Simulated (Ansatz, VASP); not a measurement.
# InH: VASP beside Ansatz

Aim: how closely do two programs agree when they are given the same cell, functional and k mesh? The cell is generated by rule, not measured, and may not be a known phase. The cell is taken from a series of runs on this material, whose earlier steps may have relaxed, scaled, displaced or heated it; both programs get it as it stands.

Calculated with Ansatz 0.2.0; plane waves, with VASP 6.6.1 beside it; zone-centre phonons at PBE.

The structure was built from a prototype and need not be the compound's stable phase.

### 1. Starting point

It takes space group P6_3/mmc (No. 194, hexagonal). Conventional cell: a = 3.772 Å, b = 3.772 Å, c = 5.891 Å, α = 90.00°, β = 90.00°, γ = 120.00°. In has 3 H at 2.18 Å nearest. H has 3 In at 2.18 Å nearest. Farther neighbours are not listed.

### 2. Ansatz: zone-centre phonons, PBE

Ansatz runs on its default PAW (the set named soft_2) files.

Second derivatives magnify differences that forces hide, and they need a tight electronic threshold.

input.yaml reads:

```yaml
crystal:
  lattice:
    - [3.7721968407, 2.531e-06, 0.0]
    - [-1.8861006122, 3.2668170266, 0.0]
    - [0.0, 0.0, 5.8913884265]
  atoms:
    - { symbol: In, position: [0.3333333333, 0.6666666667, 0.25] }
    - { symbol: In, position: [0.6666666667, 0.3333333333, 0.75] }
    - { symbol: H, position: [0.6666666667, 0.3333333333, 0.25] }
    - { symbol: H, position: [0.3333333333, 0.6666666667, 0.75] }
kpoints:
  mp_grid: { grid: [12, 12, 6] }
hamiltonian:
  xc: pbe
scf:
  occupations: { method: methfessel_paxton, width: 0.15 }
output:
  eigenvalues: true
phonons:
  method: dfpt
```

Command:

```console
> ansatz run input.yaml --threads 4 --pin off --max-ram 7168MiB --backend cpu --events-out ev --progress --plain --runs-dir out
```

Numbers of over 12 decimals in the logs are rounded to 6 here.

Log:

```text
Engine: ansatz 0.2.0, aarch64-unknown-linux-gnu
Pseudopotentials: kind: paw
Pseudopotential: In, paw, valence charge 13, recommended cutoff 420 eV (normal), In.paw.azcp
Pseudopotential: H, paw, valence charge 1, recommended cutoff 420 eV (normal), H.paw.azcp
Functional definition: PBE
  parameter kappa = 0.804
  parameter beta = 0.066725
  exchange = pbe_x(kappa = kappa, mu = beta*pi^2/3)
  correlation = pbe_c(beta = beta)
Crystal: 4 atoms, lattice volume = 72.600 Å³
Basis set: ecut = 420 eV, 1423 PW (Γ), exchange–correlation on 54×54×80 points (8 copies of the dense FFT grid, shifted against one another)
Bands: 18, of which v1, the nominal top of the filled ones, is band 14 counted from 1 (13 counted from 0)
Symmetry: 24 space group operations
k-points: 242 of 864 (irreducible under 2 space group operations, time reversal used)
Non-local potential: In, projectors of the file, l = 0: 2, l = 1: 2, l = 2: 2, l = 3: 2
Non-local potential: H, projectors of the file, l = 0: 2, l = 1: 1
PAW form: soft (Blöchl's): semilocal exchange-correlation on the pseudo side does not see the compensation charge
PAW one-centre angular grid: In, 590 points (default); XC on 64 Gauss nodes
PAW one-centre angular grid: H, 110 points (default); XC on 64 Gauss nodes
Initial density: superposition of atomic densities (neutral atoms: chi_scale 0, normalization atom), corrected by the library's trained network
Initial wavefunctions: pseudopotential atomic-orbital guess
Functional: x = pbe(κ = 0.804, μ = 0.219515), c = pbe(β = 0.066725)
SCF iter   1: F=—  HF=-11225.486927 eV  |F-HF|=—  |Δ(HF+E_count)|=         —  Δρ=2.95e-3  dr2=7.74e-3  ethr=1.77e-3  ⟨swp⟩=5.4  Hψ=20747  notcnv=0
preconditioner: auto → Kerker (q_TF=auto, 2.328 Å⁻¹)  [metal: Δε(μ)=0.034 eV  Ē_g=14.272 eV  σ=0.150 eV  W_gap=0.19  n_scr=22 (ndim 8)  ℏωp=23.1 eV  f_vac=0.000  D(μ)=1.27/eV (n_scr^D=2)]
SCF iter   2: F=—  HF=-11225.484397 eV  |F-HF|=—  |Δ(HF+E_count)|=   2.53e-3  S|Δr|=    0.00e0  Δρ=1.59e-3  dr2=2.91e-3  ethr=2.76e-5  ⟨swp⟩=1.2  Hψ=6535  notcnv=0
SCF iter   3: F=—  HF=-11225.484155 eV  |F-HF|=—  |Δ(HF+E_count)|=   2.42e-4  S|Δr|=    0.00e0  Δρ=7.53e-4  dr2=3.33e-4  ethr=1.04e-5  ⟨swp⟩=2.9  Hψ=7821  notcnv=0
SCF iter   4: F=—  HF=-11225.484112 eV  |F-HF|=—  |Δ(HF+E_count)|=   4.34e-5  S|Δr|=    0.00e0  Δρ=3.35e-4  dr2=8.85e-5  ethr=1.19e-6  ⟨swp⟩=2.0  Hψ=7696  notcnv=0
SCF iter   5: F=—  HF=-11225.484154 eV  |F-HF|=—  |Δ(HF+E_count)|=   4.22e-5  S|Δr|=    0.00e0  Δρ=1.87e-4  dr2=1.60e-5  ethr=3.16e-7  ⟨swp⟩=2.0  Hψ=7696  notcnv=0
SCF iter   6: F=—  HF=-11225.484149 eV  |F-HF|=—  |Δ(HF+E_count)|=   4.66e-6  S|Δr|=    0.00e0  Δρ=1.67e-5  dr2=3.10e-7  ethr=5.70e-8  ⟨swp⟩=2.0  Hψ=7631  notcnv=0
SCF iter   7: F=—  HF=-11225.484150 eV  |F-HF|=—  |Δ(HF+E_count)|=   3.56e-7  S|Δr|=    0.00e0  Δρ=1.75e-5  dr2=1.44e-7  ethr=1.11e-9  ⟨swp⟩=2.0  Hψ=7716  notcnv=0
SCF iter   8: F=—  HF=-11225.484150 eV  |F-HF|=—  |Δ(HF+E_count)|=   5.93e-8  S|Δr|=    0.00e0  Δρ=5.52e-6  dr2=1.47e-8  ethr=5.13e-10  ⟨swp⟩=2.0  Hψ=6726  notcnv=0
SCF iter   9: F=—  HF=-11225.484150 eV  |F-HF|=—  |Δ(HF+E_count)|=   6.88e-9  S|Δr|=    0.00e0  Δρ=4.76e-7  dr2=1.31e-10  ethr=5.24e-11  ⟨swp⟩=2.0  Hψ=7410  notcnv=0
SCF iter  10: F=-11225.484150 eV  HF=-11225.484150 eV  |F-HF|=5.46e-12  |Δ(HF+E_count)|=  2.36e-11  S|Δr|=    0.00e0  Δρ=4.80e-8  dr2=1.73e-12  ethr=1.00e-12  ⟨swp⟩=4.5  Hψ=21399  notcnv=0
SCF 1 converged in 10 iterations: F = -11225.484150 eV  dr2 = 1.73e-12
  greatest PAW one-centre occupation: 0.983 electrons in one spin orbital (limit 2), on the In atom at site 1 (counted from 0), in its partial waves of l = 2
DFPT response loops at Γ: preconditioner auto → Kerker (q_TF=auto, 2.328 Å⁻¹) (partly filled bands, converged f_vac=0.000); β = 1.00, the filter's whole step (`scf.mixing.beta` (0.50) is not read by the response loops under this deck's `scf.mixing.preconditioner`; to damp them name `kerker` or `kerker_dos`, under which they read `scf.mixing.beta`, and type it under 1.00, their step now; both keys bind the ground state too); Broyden in place of MSR1
SCF converged after 10 iterations
Stability not checked: this state was not tested for a lower state beside it, because cold or Methfessel-Paxton smearing, or corrected tetrahedra, fill the levels in a way that the test cannot read (fill_not_monotonic; see scf.lower_state_search)
Free energy (F): -11225.484150 eV
Harris-Foulkes:  -11225.484150 eV  (|F-HF|=5.46e-12)
Internal energy: -11225.484217 eV  (E = F + TS)
E sigma→0 (E₀):  -11225.484166 eV
Entropy (-TS):   0.000067 eV (0.017 meV/atom)
Fermi energy:    6.977502 eV
--- Per-component energies (eV) ---
  E_band       = -126.564245
  E_kinetic    = 505.646850
  E_local      = -2498.424857  (includes V_loc(G=0)·N_el)
  E_nonlocal   = 734.854788
  E_hartree    = 974.550112
  E_xc         = -448.454012
  E_vxc        = -221.019376  (∫ρ·V_xc dr)
  E_paw        = -8303.801074  (= ΣΔE_a)
  E_vpaw       = -596.719932  (= ΣTr[D̂ρ^β])
  E_aug_tail   = -0.001948  (compensation charges beyond the density's cutoff)
  E_ewald      = -2189.854077
  E_smearing   = 0.000067  (= −TS)
  E_closure    = -0.000000  (closes the sum)
  Σ components = -11225.484150   (vs F -11225.484150, Δ=0.00e0)
--- Band table (eV; the first three rows and the last of 242) ---
  k-point 0: bands = [... 10 lower, -2.3091, 0.7474, 4.5043, 9.6575, 9.9906, 12.1925, 12.1925, 14.0152]
  k-point 1: bands = [... 10 lower, -2.1916, 0.3134, 5.1571, 9.7403, 9.8259, 12.3024, 12.3024, 13.9124]
  k-point 2: bands = [... 10 lower, -1.8407, -0.5040, 6.5922, 9.2941, 10.0193, 12.0388, 12.6174, 12.6174]
  k-point 241: bands = [... 10 lower, 1.1743, 1.1743, 4.4571, 4.4571, 7.4482, 7.4482, 10.5941, 10.5941]
--- Phonons (Γ-DFPT): 4 representative perturbations + reference, on 242 of 864 k-points (Σ response iterations 14) ---
  k mesh reduced under 2 symmetry operations, with k and −k counted as one. Each operation leaves every solved perturbation unchanged. A smaller set is not used because it would not reduce the number of displacements times k-points to solve
  ASR residual: 6.733e-6 → 0.000e0 eV/Å²; symmetrization residual: 3.953e-5 eV/Å²
  ASR residual per site (eV/Å²): 2.72e-6 2.72e-6 6.73e-6 6.73e-6
  Γ frequencies (cm⁻¹): -851.15 -206.61 -64.39 -64.39 0.00 0.00 0.00 66.17 424.61 424.61 487.95 487.95
  non-analytic LO–TO correction: not included (Born effective charges unavailable; polar crystals: no LO–TO splitting at Γ)
```

In the SCF lines HF is the Harris–Foulkes energy and dr2 the Hartree energy of the density residual, in eV; the loop may stop once dr2 is under the threshold and the program's other checks hold. Hψ counts applications of the Hamiltonian.

(Continued in part 2 of 2.)

[Lines on the potential files, build, host, timing and source positions are cut from VASP's logs without a mark.]

[Logs are printed without paths, hosts, clocks, repeated set-up lines and the standing remarks that a program may print on its own settings, such as how far it seeks lower states.]

[Hosts, paths, dates, database ids (printed as entryN), source tags and the programs' standing remarks are cut or masked in the printed files.]
